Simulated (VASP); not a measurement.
```
CELL_PARAMETERS angstrom
      2.85971     0.00000     0.00000
      0.00000     2.85971     0.00000
      0.00000     0.00000     2.85971
ATOMIC_POSITIONS crystal
  Al 0.50000 0.50000 0.50000
  Ni 0.00000 0.00000 0.00000
```

Calculation: PBE GGA, VASP's PBE PAW potentials (set 64) (plane waves; VASP 6.6.1). Run with 300 eV cut-off, 15×15×15 Γ-centred mesh, Gaussian smearing of 0.14 eV, potentials Al Ni.

At this cut-off the stress carries a Pulay error, which pulls relaxed volumes low. Energy and stress use the plane-wave basis of the starting cell.

### Question
The ions, cell shape and volume are relaxed. Which structure does the run end with?

### Answer

```
CELL_PARAMETERS angstrom
      2.89258     0.00000     0.00000
      0.00000     2.89258     0.00000
      0.00000     0.00000     2.89258
ATOMIC_POSITIONS crystal
  Al 0.50000 0.50000 0.50000
  Ni 0.00000 0.00000 0.00000
```
Space group Pm-3m (221), at a tolerance of 0.03 Å.

### Question
How do energy and volume change from the first to the last step?

### Answer
The energy (σ→0) changes by -7.3 meV/atom and the volume by +3.5 %, in 3 ionic steps.

| step | E(σ→0) (eV) | max force (eV/Å) | pressure (GPa) | volume (Å³) |
|---|---|---|---|---|
| 1 | -10.5248 | 0.000 | 5.95 | 23.39 |
| 2 | -10.5297 | 0.000 | -4.39 | 24.89 |
| 3 | -10.5393 | 0.000 | 0.04 | 24.20 |

The structure comes from a computed database's AlNi entry; how it stands against other phases isn't given here. This run relaxes it. Symmetry was kept, so distortions that lower it aren't found. The run is one of a series of settings (EDIFFG = -0.01, IBRION = 2, ISIF = 3, NSW = 50 against the base run), some of them coarse on purpose. The run is not spin-polarised, so no magnetic state was tried. The electron count is odd and the run is not spin-polarised, which forces a metal.
